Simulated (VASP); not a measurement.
The input files of a VASP run:

File POSCAR:
```
Cu2O
1
    4.0604023217     0.0000000000     0.0000000000
    0.0000000000     4.0604023217     0.0000000000
    0.0000000000     0.0000000000     4.0604023217
Cu O
4 2
Direct
  0.7500000000   0.2500000000   0.7500000000
  0.2500000000   0.7500000000   0.7500000000
  0.7500000000   0.7500000000   0.2500000000
  0.2500000000   0.2500000000   0.2500000000
  0.0000000000   0.0000000000   0.0000000000
  0.5000000000   0.5000000000   0.5000000000
```

KPOINTS:
```
Automatic mesh
0
gamma
6 6 6
0 0 0
```

### INCAR
```
! general
SYSTEM  = Cu2O
PREC    = Accurate
ENCUT   = 620
LREAL   = .False.   ! projection in real space or not
LASPH   = .True.   ! aspherical one-centre terms

! electronic loop
EDIFF   = 1E-6
NELM    = 100
ALGO    = Normal   ! blocked Davidson
LMAXMIX = 4   ! l cut-off of mixed one-centre charges

! smearing
ISMEAR  = 0   ! Gaussian
SIGMA   = 0.05

! functional
GGA     = PE   ! PBE

! ions
IBRION  = 2   ! conjugate gradients
NSW     = 40   ! most ionic steps
ISIF    = 3   ! ions, shape and volume
EDIFFG  = -0.02
PSTRESS = 450   ! kbar

! output
LWAVE   = .False.
LCHARG  = .False.
```

POTCAR, in this order: Cu O (PBE.64 set). Program: vasp_std.

### Question
Translate this PBE calculation to Quantum ESPRESSO's pw.x.

### Answer
One equivalent input (not run):
```
&CONTROL
  calculation = 'vc-relax'
  pseudo_dir = './pseudo'
  outdir = './out'
  tprnfor = .true.
  tstress = .true.
  nstep = 40
  forc_conv_thr = 0.00078
/
&SYSTEM
  ibrav = 0
  nat = 6
  ntyp = 2
  ecutwfc = 92
  occupations = 'smearing'
  smearing = 'gaussian'
  degauss = 0.003675
  input_dft = 'pbe'
/
&ELECTRONS
  conv_thr = 7.3e-08
  electron_maxstep = 100
/
&IONS
/
&CELL
  press = 450
/
ATOMIC_SPECIES
  Cu 63.546 Cu.upf
  O 15.999 O.upf
CELL_PARAMETERS angstrom
     4.0604023    0.0000000    0.0000000
     0.0000000    4.0604023    0.0000000
     0.0000000    0.0000000    4.0604023
ATOMIC_POSITIONS crystal
  Cu   0.7500000  0.2500000  0.7500000
  Cu   0.2500000  0.7500000  0.7500000
  Cu   0.7500000  0.7500000  0.2500000
  Cu   0.2500000  0.2500000  0.2500000
  O    0.0000000  0.0000000  0.0000000
  O    0.5000000  0.5000000  0.5000000
K_POINTS automatic
  6 6 6 0 0 0
```
The two are equivalent in intent, not identical: the potentials are each code's own (VASP's PAW set, PseudoDojo norm-conserving files in pw.x), so ENCUT and ecutwfc are chosen apart and not converted; conv_thr bounds pw.x's estimated SCF error, while EDIFF bounds the energy change between steps; forc_conv_thr acts on force components and is met together with etot_conv_thr.

The compound is Cu2O in the cuprite structure. This run relaxes it under an external pressure of 45 GPa. Symmetry was kept, so distortions that lower it aren't found.
